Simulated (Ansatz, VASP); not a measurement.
# ZrTaB2MoCSe2 (ZrB2/MoSe2/TaC) in two plane-wave programs, part 2 of 2

One calculation is typed for both programs; each brings its own data sets and cutoff. How far apart do they land? The structure shown is the end of the VASP relaxation below.

VASP 6.6.1 and Ansatz 0.2.0.

So far: The structure; VASP: relaxation, PBE.

## 3. Ansatz: single point, PBE

Level of this step: Ansatz beside VASP: Kohn-Sham DFT, plane waves, PBE (Ansatz).

Ansatz runs on its default PAW (the set named soft_2) files.

The same cell, functional, mesh and smearing now go to Ansatz, which takes its cutoff from its data sets.

Input file input.yaml:

```yaml
crystal:
  lattice:
    - [3.3, 0.0, 0.0]
    - [-1.65, 2.85788383, 0.0]
    - [0.0, 0.0, 40.59082844]
  atoms:
    - { symbol: B, position: [0.33333333, 0.66666667, 0.19922402] }
    - { symbol: B, position: [0.66666667, 0.33333333, 0.1992573] }
    - { symbol: B, position: [0.33333333, 0.66666667, 0.28238168] }
    - { symbol: B, position: [0.66666667, 0.33333333, 0.28246088] }
    - { symbol: Zr, position: [0.0, 0.0, 0.23818053] }
    - { symbol: Zr, position: [0.0, 0.0, 0.32356174] }
    - { symbol: Se, position: [0.0, 0.0, 0.39139934] }
    - { symbol: Se, position: [0.0, 0.0, 0.47456608] }
    - { symbol: Se, position: [0.66666667, 0.33333333, 0.55716909] }
    - { symbol: Se, position: [0.66666667, 0.33333333, 0.63970162] }
    - { symbol: Mo, position: [0.66666667, 0.33333333, 0.43327875] }
    - { symbol: Mo, position: [0.0, 0.0, 0.59829054] }
    - { symbol: C, position: [0.0, 0.0, 0.71748879] }
    - { symbol: C, position: [0.66666667, 0.33333333, 0.77786785] }
    - { symbol: Ta, position: [0.33333333, 0.66666667, 0.73838189] }
    - { symbol: Ta, position: [0.0, 0.0, 0.80076719] }
hamiltonian:
  xc: pbe
  pseudopotentials: { kind: paw }
kpoints:
  mp_grid: { grid: [9, 9, 1] }
scf:
  occupations: { method: fermi_dirac, width: 0.1 }
  n_extra_bands: 8
efield:
  axis: 3
  dipole_correction: true
  ramp_width: 0.04
output:
  forces: true
  eigenvalues: true
```

Run with:

```console
$ ansatz run input.yaml --threads 4 --pin off --max-ram 9216MiB --backend cpu --events-out ev --progress --plain --runs-dir out
```

Numbers of over 12 decimals in the logs are rounded to 6 here.

Log:

```text
scf.n_extra_bands = 8 over 81 filled bands (N_el = 162.0): the run solves 89 bands
Engine: ansatz 0.2.0, x86_64-unknown-linux-gnu
Pseudopotentials: kind: paw
Pseudopotential: B, paw, valence charge 3, recommended cutoff 420 eV (normal), B.paw.azcp
Pseudopotential: Zr, paw, valence charge 12, recommended cutoff 420 eV (normal), Zr.paw.azcp
Pseudopotential: Se, paw, valence charge 16, recommended cutoff 420 eV (normal), Se.paw.azcp
Pseudopotential: Mo, paw, valence charge 14, recommended cutoff 420 eV (normal), Mo.paw.azcp
Pseudopotential: C, paw, valence charge 4, recommended cutoff 420 eV (normal), C.paw.azcp
Pseudopotential: Ta, paw, valence charge 13, recommended cutoff 420 eV (normal), Ta.paw.azcp
Functional definition: PBE
  parameter kappa = 0.804
  parameter beta = 0.066725
  exchange = pbe_x(kappa = kappa, mu = beta*pi^2/3)
  correlation = pbe_c(beta = beta)
Crystal: 16 atoms, lattice volume = 382.813 Å³
Basis set: ecut = 420 eV, 7623 PW (Γ), exchange–correlation on 48×48×576 points (8 copies of the dense FFT grid, shifted against one another)
Bands: 89, of which v1, the nominal top of the filled ones, is band 81 counted from 1 (80 counted from 0)
Symmetry: 6 space group operations
Space group: P3m1 (ITA 156), of the structure as read, at distance tolerance 7.3e-5 Å
k-points: 12 of 81 (time reversal used)
Non-local potential: B, projectors of the file, l = 0: 2, l = 1: 2, l = 2: 1
Non-local potential: Zr, projectors of the file, l = 0: 3, l = 1: 2, l = 2: 2, l = 3: 2
Non-local potential: Se, projectors of the file, l = 0: 2, l = 1: 2, l = 2: 3, l = 3: 1
Non-local potential: Mo, projectors of the file, l = 0: 3, l = 1: 2, l = 2: 2, l = 3: 1
Non-local potential: C, projectors of the file, l = 0: 2, l = 1: 2, l = 2: 1
Non-local potential: Ta, projectors of the file, l = 0: 3, l = 1: 2, l = 2: 2, l = 3: 1
PAW form: soft (Blöchl's): semilocal exchange-correlation on the pseudo side does not see the compensation charge
PAW one-centre angular grid: B, 110 points (default); XC on 64 Gauss nodes
PAW one-centre angular grid: Zr, 590 points (default); XC on 64 Gauss nodes
PAW one-centre angular grid: Se, 590 points (default); XC on 64 Gauss nodes
PAW one-centre angular grid: Mo, 590 points (default); XC on 64 Gauss nodes
PAW one-centre angular grid: C, 110 points (default); XC on 64 Gauss nodes
PAW one-centre angular grid: Ta, 590 points (default); XC on 64 Gauss nodes
Initial density: superposition of atomic densities (neutral atoms: chi_scale 0, normalization atom), corrected by the library's trained network
Initial wavefunctions: pseudopotential atomic-orbital guess
Functional: x = pbe(κ = 0.804, μ = 0.219515), c = pbe(β = 0.066725)
SCF iter   1: F=—  HF=-61150.693126 eV  |F-HF|=—  |Δ(HF+E_count)|=         —  Δρ=1.09e-2  dr2=4.12e1  ethr=1.77e-3  p=0.012 e·Å  D=5.67e-3 V/Å  ΔV_dip=-0.23 eV  dr2_dipole=5.80e1  V_vac-E_F(+/−)=4.86/5.09 eV  ⟨swp⟩=6.8  Hψ=4450  notcnv=0
efield: sawtooth ramp at fractional position 0.9800 (placed from the atoms, in the widest stretch of the axis that holds none; the zero of the levels goes with the place), width 0.0400; the density the first Hamiltonian is built on has a dipole p = 0.012 e·Å; the dipole correction subtracts the counter field D = 5.67e-3 V/Å, which shifts the + side's vacuum level by -0.23 eV against the − side's; the planar-averaged density in the ramp window peaks in size at 3.3e-5 e/Å³
preconditioner: auto → LDOS  [metal: Δε(μ)=0.032 eV  Ē_g=6.276 eV  σ=0.100 eV  W_gap=0.08  n_scr=96 (ndim 8)  ℏωp=16.3 eV  f_vac=0.317  D(μ)=5.60/eV (n_scr^D=20)  β→1.0]
SCF iter   2: F=—  HF=-61151.706949 eV  |F-HF|=—  |Δ(HF+E_count)|=    1.01e0  Δρ=2.01e-2  dr2=8.61e1  ethr=1.77e-3  p=0.160 e·Å  D=7.57e-2 V/Å  ΔV_dip=-3.07 eV  dr2_dipole=9.64e1  V_vac-E_F(+/−)=4.42/7.49 eV  ⟨swp⟩=2.3  Hψ=1618  notcnv=0
SCF iter   3: F=—  HF=-61150.556477 eV  |F-HF|=—  |Δ(HF+E_count)|=    1.15e0  Δρ=1.30e-2  dr2=3.36e1  ethr=1.77e-3  p=0.105 e·Å  D=4.95e-2 V/Å  ΔV_dip=-2.01 eV  dr2_dipole=3.58e1  V_vac-E_F(+/−)=4.48/6.49 eV  ⟨swp⟩=1.8  Hψ=1314  notcnv=0
SCF iter   4: F=—  HF=-61150.321583 eV  |F-HF|=—  |Δ(HF+E_count)|=   2.35e-1  Δρ=9.00e-3  dr2=5.74e0  ethr=1.77e-3  p=0.046 e·Å  D=2.19e-2 V/Å  ΔV_dip=-0.89 eV  dr2_dipole=5.68e0  V_vac-E_F(+/−)=4.73/5.62 eV  ⟨swp⟩=2.2  Hψ=1667  notcnv=0
SCF iter   5: F=—  HF=-61150.274718 eV  |F-HF|=—  |Δ(HF+E_count)|=   4.69e-2  Δρ=7.18e-3  dr2=1.06e1  ethr=1.77e-3  p=0.022 e·Å  D=1.06e-2 V/Å  ΔV_dip=-0.43 eV  dr2_dipole=1.35e1  V_vac-E_F(+/−)=4.73/5.16 eV  ⟨swp⟩=2.2  Hψ=1490  notcnv=0
SCF iter   6: F=—  HF=-61150.236966 eV  |F-HF|=—  |Δ(HF+E_count)|=   3.78e-2  Δρ=6.07e-3  dr2=8.01e0  ethr=1.77e-3  p=0.028 e·Å  D=1.33e-2 V/Å  ΔV_dip=-0.54 eV  dr2_dipole=9.44e0  V_vac-E_F(+/−)=4.69/5.23 eV  ⟨swp⟩=1.4  Hψ=1137  notcnv=0
SCF iter   7: F=—  HF=-61150.130316 eV  |F-HF|=—  |Δ(HF+E_count)|=   1.07e-1  Δρ=1.15e-3  dr2=1.58e-1  ethr=1.77e-3  p=0.060 e·Å  D=2.85e-2 V/Å  ΔV_dip=-1.16 eV  dr2_dipole=1.98e-1  V_vac-E_F(+/−)=4.63/5.78 eV  ⟨swp⟩=1.9  Hψ=1380  notcnv=0
SCF iter   8: F=—  HF=-61150.133382 eV  |F-HF|=—  |Δ(HF+E_count)|=   3.07e-3  Δρ=1.99e-3  dr2=7.30e-1  ethr=9.74e-5  p=0.072 e·Å  D=3.39e-2 V/Å  ΔV_dip=-1.38 eV  dr2_dipole=8.66e-1  V_vac-E_F(+/−)=4.57/5.95 eV  ⟨swp⟩=2.0  Hψ=1542  notcnv=0
SCF iter   9: F=—  HF=-61150.126540 eV  |F-HF|=—  |Δ(HF+E_count)|=   6.84e-3  Δρ=4.04e-4  dr2=1.70e-2  ethr=9.74e-5  p=0.066 e·Å  D=3.14e-2 V/Å  ΔV_dip=-1.27 eV  dr2_dipole=1.66e-2  V_vac-E_F(+/−)=4.59/5.87 eV  ⟨swp⟩=1.8  Hψ=1079  notcnv=0
SCF iter  10: F=—  HF=-61150.126244 eV  |F-HF|=—  |Δ(HF+E_count)|=   2.96e-4  Δρ=2.57e-4  dr2=1.30e-2  ethr=1.05e-5  p=0.065 e·Å  D=3.05e-2 V/Å  ΔV_dip=-1.24 eV  dr2_dipole=1.36e-2  V_vac-E_F(+/−)=4.60/5.83 eV  ⟨swp⟩=2.0  Hψ=1450  notcnv=0
SCF iter  11: F=—  HF=-61150.126119 eV  |F-HF|=—  |Δ(HF+E_count)|=   1.25e-4  Δρ=8.53e-5  dr2=1.33e-3  ethr=8.02e-6  p=0.065 e·Å  D=3.09e-2 V/Å  ΔV_dip=-1.25 eV  dr2_dipole=1.46e-3  V_vac-E_F(+/−)=4.59/5.85 eV  ⟨swp⟩=1.2  Hψ=1105  notcnv=0
SCF iter  12: F=—  HF=-61150.126102 eV  |F-HF|=—  |Δ(HF+E_count)|=   1.68e-5  Δρ=2.95e-5  dr2=6.11e-5  ethr=8.18e-7  p=0.066 e·Å  D=3.10e-2 V/Å  ΔV_dip=-1.26 eV  dr2_dipole=3.71e-5  V_vac-E_F(+/−)=4.59/5.85 eV  ⟨swp⟩=1.9  Hψ=1298  notcnv=0
SCF iter  13: F=—  HF=-61150.126235 eV  |F-HF|=—  |Δ(HF+E_count)|=   1.32e-4  Δρ=1.31e-5  dr2=4.97e-6  ethr=3.77e-8  p=0.066 e·Å  D=3.11e-2 V/Å  ΔV_dip=-1.26 eV  dr2_dipole=4.10e-7  V_vac-E_F(+/−)=4.59/5.85 eV  ⟨swp⟩=1.9  Hψ=1449  notcnv=0
SCF iter  14: F=—  HF=-61150.126235 eV  |F-HF|=—  |Δ(HF+E_count)|=   3.62e-7  Δρ=8.97e-6  dr2=1.47e-6  ethr=3.07e-9  p=0.066 e·Å  D=3.11e-2 V/Å  ΔV_dip=-1.26 eV  dr2_dipole=2.25e-7  V_vac-E_F(+/−)=4.59/5.85 eV  ⟨swp⟩=2.2  Hψ=1394  notcnv=0
SCF iter  15: F=-61150.126235 eV  HF=-61150.126235 eV  |F-HF|=1.95e-8  |Δ(HF+E_count)|=   5.36e-8  Δρ=2.35e-6  dr2=4.72e-8  ethr=6.17e-11  p=0.066 e·Å  D=3.11e-2 V/Å  ΔV_dip=-1.26 eV  dr2_dipole=3.50e-8  V_vac-E_F(+/−)=4.59/5.85 eV  ⟨swp⟩=6.2  Hψ=5084  notcnv=0
SCF 1 converged in 15 iterations: F = -61150.126235 eV  dr2 = 4.72e-8
  greatest PAW one-centre occupation: 1.000 electrons in one spin orbital (limit 2), on the Se atom at site 7 (counted from 0), in its partial waves of l = 2
SCF converged after 15 iterations
Free energy (F): -61150.126235 eV
Harris-Foulkes:  -61150.126235 eV  (|F-HF|=1.95e-8)
Internal energy: -61149.884555 eV  (E = F + TS)
E sigma→0 (E₀):  -61150.005395 eV
Entropy (-TS):   -0.241680 eV (-15.105 meV/atom)
Fermi energy:    6.680456 eV
Dipole field:    D = 0.031262 V/Å  (p = 0.066137 e·Å, saw-weighted, corrected)
Work function:   Φ+ = 4.5860 eV   Φ− = 5.8550 eV
Levels:          The Fermi level and band energies are counted from a zero that moves with the ramp; work functions are not
--- Per-component energies (eV) ---
  E_band       = -3079.042771
  E_kinetic    = 3109.330120
  E_local      = -264075.467970  (includes V_loc(G=0)·N_el)
  E_nonlocal   = -1809.971641
  E_hartree    = 130714.403895
  E_xc         = -1764.803558
  E_vxc        = -1907.413004  (∫ρ·V_xc dr)
  E_paw        = -37260.461356  (= ΣΔE_a)
  E_vpaw       = 178.301039  (= ΣTr[D̂ρ^β])
  E_aug_tail   = -0.001975  (compensation charges beyond the density's cutoff)
  E_efield     = 0.001034  (sawtooth field / dipole correction)
  E_vefield    = -2.623792  (∫n·V_field dr)
  E_ewald      = 109937.086895
  E_smearing   = -0.241680  (= −TS)
  E_closure    = 0.000000  (closes the sum)
  Σ components = -61150.126235   (vs F -61150.126235, Δ=0.00e0)
--- Forces (eV/Å), atoms counted from 1 ---
  atom   1  B      0.00000000    -0.00000000     0.00069716
  atom   2  B      0.00000000     0.00000000    -0.00188593
  atom   3  B     -0.00000000    -0.00000000     0.00034356
  atom   4  B     -0.00000000     0.00000000    -0.00636698
  atom   5  Zr    -0.00000000    -0.00000000    -0.02627035
  atom   6  Zr    -0.00000000    -0.00000000    -0.02242775
  atom   7  Se    -0.00000000    -0.00000000    -0.00899582
  atom   8  Se     0.00000000    -0.00000000    -0.01036734
  atom   9  Se     0.00000000     0.00000000    -0.02096877
  atom  10  Se     0.00000000     0.00000000    -0.00029035
  atom  11  Mo     0.00000000    -0.00000000     0.01281122
  atom  12  Mo     0.00000000    -0.00000000     0.05299855
  atom  13  C      0.00000000     0.00000000     0.09910501
  atom  14  C     -0.00000000    -0.00000000     0.04523504
  atom  15  Ta     0.00000000     0.00000000    -0.10957168
  atom  16  Ta    -0.00000000     0.00000000    -0.00402428
  max |Σ_I F_I| component: 2.13e-5 eV/Å
--- Band table (eV; the first three rows and the last of 12) ---
  k-point 0: bands = [... 77 lower, 5.8431, 6.4772, 6.6067, 7.1496, 7.1496, 7.4057, 7.4057, 8.2992, ... 4 higher]
  k-point 1: bands = [... 77 lower, 5.9534, 6.3378, 6.3904, 7.0460, 7.0866, 7.1641, 7.6829, 7.7767, ... 4 higher]
  k-point 2: bands = [... 77 lower, 5.8094, 5.8479, 6.1241, 6.3994, 7.0105, 7.1794, 7.2919, 7.7982, ... 4 higher]
  k-point 11: bands = [... 77 lower, 5.8304, 6.5104, 6.6167, 6.6659, 6.6778, 7.0510, 7.1110, 7.4134, ... 4 higher]
```

Run time: 9.4 s. Hardware: 4 threads of AMD EPYC 9R14 (Zen 4), shared host; peak memory 1.3 GiB; 35 s of CPU time.

The column dr2 measures how far the density is from self-consistency, as an energy; F and HF (Harris–Foulkes) agree once it is small.

## 4. Differences

Known differences besides the potentials themselves: the data sets hold 162 valence electrons in Ansatz (default PAW (the set named soft_2) files) and 90 in VASP; the cutoff is 420 eV in Ansatz and 400 eV in VASP (PREC = Normal, projectors in real space); VASP leaves aspherical gradient terms in its spheres out (LASPH is not set), Ansatz keeps them. Total energies have different zeros and are not compared.

At this near-relaxed geometry the largest component of a force difference is 118 meV/Å. VASP's last cycles still show a density residual of 3e-03, so its state may not be settled.

## 5. Further runs

Further runs change the set-up of one program: Ansatz's method, potentials or start, or VASP's data sets, cutoff or form of LDA. The table gives Ansatz less VASP for each quantity, since a change that brings one quantity closer may part another.

```
                                        run  r.m.s. force difference (meV/Å)
                                   as above                               22
    Ansatz's larger PAW set (cutoff 800 eV)                               25
norm-conserving potentials (cutoff 1170 eV)                               23
```

## 6. Results

* r.m.s. force difference (single point, PBE): 22 meV/Å

The r.m.s. force difference is 22 meV/Å (single point, PBE), beyond the 12 meV/Å picked in this series as the mark of a large difference. For single point, PBE, no further run moves any of the tabulated differences by more than a quarter of its size. How closely two codes agree says nothing of how well the functional describes the real material.

[Lines on the potential files, build, host, timing and source positions are cut from VASP's logs without a mark.]

[Logs are printed without paths, hosts, clocks, repeated set-up lines and the standing remarks that a program may print on its own settings, such as how far it seeks lower states.]

[Hosts, paths, dates, database ids (printed as entryN), source tags and the programs' standing remarks are cut or masked in the printed files.]
